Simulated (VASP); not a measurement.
The system is Cl3In, in a box.

```
Cl In
1.0
    11.00000    0.00000    0.00000
     0.00000   13.00000    0.00000
     0.00000    0.00000   13.00000
Cl In
3 1
Direct
  0.47165 0.56353 0.64980
  0.58245 0.37071 0.43219
  0.41991 0.63252 0.35543
  0.49140 0.52228 0.47912
```

Base run:

* Program: VASP 6.6.1
* Functional: PBE
* Potentials or basis: VASP PAW PBE potentials, release 64 (Cl, In_d)
* Cutoff: 520 eV
* k mesh: 1 × 1 × 1
* Occupations: gaussian, width 0.01 eV
* Spin: no spin polarisation

Its results: gap between the frontier levels 4.27 eV; largest force 0.340 eV/Å.

Q: After a change of settings the same cell gave: gap between the frontier levels 4.79 eV; largest force 0.023 eV/Å. Which change was it?
A. functional from PBE to SCAN
B. further incar settings from ALGO = Normal; EDIFF = 1e-06 to ALGO = Normal; EDIFF = 1e-07; dispersion from none to TS
C. functional from PBE to vdW-DF2; further incar settings from ALGO = Normal; EDIFF = 1e-06 to ALGO = Normal; EDIFF = 1e-07
D. further incar settings from ALGO = Normal; EDIFF = 1e-06 to ALGO = Normal; EDIFF = 1e-07; NBANDS = 25

A: A.

SCAN gives the wider gap, since meta-GGAs in the generalised Kohn-Sham scheme recover part of the derivative discontinuity.

Caveats: spin-orbit coupling is left out, which moves the levels of the heavy elements; the PAW data sets were made with another functional, which shifts forces and pressure a little (some runs).

Not every run made on this cell is shown here.
